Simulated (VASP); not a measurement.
Energy against volume of Na$_{2}$S (antifluorite). Level of theory: PBE GGA with D4 dispersion, VASP's PBE PAW potentials (set 64) (plane waves; VASP). Run with 520 eV cut-off, 6×6×6 Γ-centred mesh, Gaussian smearing of 0.050 eV, potentials Na_pv S.

```json
[
 {"V (Å³/atom)": "21.788", "E (eV/atom)": "-3.39511"},
 {"V (Å³/atom)": "22.483", "E (eV/atom)": "-3.40115"},
 {"V (Å³/atom)": "23.179", "E (eV/atom)": "-3.40276"},
 {"V (Å³/atom)": "23.874", "E (eV/atom)": "-3.40059"}
]
```

Q: Fit these four points and predict the energy of the run at 24.569 Å³/atom.

A: A cubic in V^(−2/3), the third-order Birch-Murnaghan form, passes through the four points with V0 = 23.11 Å³/atom and B0 = 29 GPa, and gives -3.3952 eV/atom there. The run gave -3.3952 eV/atom, -0.0 meV/atom from the fit; all five points give B0 = 29 GPa.

The compound is Na2S in the antifluorite structure. It was relaxed first.
